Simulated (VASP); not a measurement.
Energy against volume of SrTe (rock salt). Calculation: revPBE GGA, VASP's PBE PAW potentials (set 64) (plane waves; VASP). Settings: 520 eV cut-off, 7×7×7 Γ-centred mesh, Gaussian smearing of 0.050 eV, potentials Sr_sv Te.

```csv
V (Å³/atom),E (eV/atom)
36.894,-3.88310
38.072,-3.89429
39.249,-3.89782
40.426,-3.89480
```

**Question.** Fit these four points and predict the energy of the run at 41.604 Å³/atom.

**Answer.** A cubic in V^(−2/3), the third-order Birch-Murnaghan form, passes through the four points with V0 = 39.26 Å³/atom and B0 = 30 GPa, and gives -3.8862 eV/atom there. The run gave -3.8862 eV/atom, -0.0 meV/atom from the fit; all five points give B0 = 30 GPa.

The compound is SrTe in the rock salt structure. It was relaxed first, which changed the volume by +6 %.
